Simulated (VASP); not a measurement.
Consider the following.

```
CELL_PARAMETERS angstrom
     -2.14294     2.14294     4.98994
      2.14294    -2.14294     4.98994
      2.14294     2.14294    -4.98994
ATOMIC_POSITIONS crystal
  La 0.99856 0.99856 0.00000
  Si 0.41925 0.41925 0.00000
  Si 0.26042 0.76042 0.50000
  Si 0.76042 0.26042 0.50000
  Os 0.65535 0.65535 0.00000
```

All values below come from LDA (Ceperley-Alder, Perdew-Zunger), VASP's LDA PAW potentials (set 64) (plane waves; VASP 6.6.1). Settings: 300 eV cut-off, 8×8×8 Γ-centred mesh, Gaussian smearing of 0.10 eV, potentials La Si Os.

At this cut-off the stress carries a Pulay error, which pulls relaxed volumes low. Energy and stress use the plane-wave basis of the starting cell.

Q: The ions, cell shape and volume are relaxed. Which structure does the run end with?

A: 
```
CELL_PARAMETERS angstrom
     -2.11032     2.11032     4.93745
      2.11032    -2.11032     4.93745
      2.11032     2.11032    -4.93745
ATOMIC_POSITIONS crystal
  La 0.99873 0.99873 0.00000
  Si 0.41762 0.41762 0.00000
  Si 0.26165 0.76165 0.50000
  Si 0.76165 0.26165 0.50000
  Os 0.65435 0.65435 0.00000
```
Space group I4mm (107), at a tolerance of 0.03 Å.

Q: How do energy and volume change from the first to the last step?

A: The energy (σ→0) changes by -12.5 meV/atom and the volume by -4.0 %, in 14 ionic steps.

The structure comes from a computed database's LaSi3Os entry; how it stands against other phases isn't given here. This run relaxes it. Symmetry was kept, so distortions that lower it aren't found. The run is one of a series of settings (EDIFFG = -0.01, IBRION = 2, ISIF = 3, NSW = 50 against the base run), some of them coarse on purpose. The electron count is odd and the run is not spin-polarised, which forces a metal.
